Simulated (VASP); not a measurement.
Data:

```xyz
2
Lattice="1.3400 -2.3210 0.0000 1.3400 2.3210 0.0000 0.0000 0.0000 4.2397" Properties=species:S:1:pos:R:3 pbc="T T T"
Os     1.3400     0.7737     1.0599
Os     1.3400    -0.7737     3.1798
```

All values below come from LDA (Ceperley-Alder, Perdew-Zunger), VASP's LDA PAW potentials (set 64) (plane waves; VASP). Numerical set-up: 500 eV cut-off, 16×16×9 Γ-centred mesh, first-order Methfessel-Paxton smearing of 0.10 eV, potentials Os.

The ions, cell shape and volume at an external pressure of 30.0 GPa are relaxed. What does this cell relax into?

```xyz
2
Lattice="1.3321 -2.3072 0.0000 1.3321 2.3072 0.0000 0.0000 0.0000 4.2168" Properties=species:S:1:pos:R:3 pbc="T T T"
Os     1.3321     0.7691     1.0542
Os     1.3321    -0.7691     3.1626
```
Space group P6_3/mmc (194), at a tolerance of 0.03 Å.

How do energy and volume change from the first to the last step?

The energy (σ→0) changes by +35.1 meV/atom and the volume by -1.7 %, in 7 ionic steps.

```csv
step,E(σ→0) (eV),max force (eV/Å),pressure (GPa),volume (Å³)
1,-25.2463,0.000,20.00,26.37
2,-24.1261,0.000,108.29,23.35
3,-25.1798,0.000,29.44,25.94
4,-25.1759,0.000,29.92,25.92
5,-25.1742,0.000,30.13,25.91
6,-25.1804,0.000,29.32,25.94
7,-25.1761,0.000,29.91,25.92
```

The compound is Os in the hcp structure. This run relaxes it under an external pressure of 30 GPa. Symmetry was kept, so distortions that lower it aren't found.
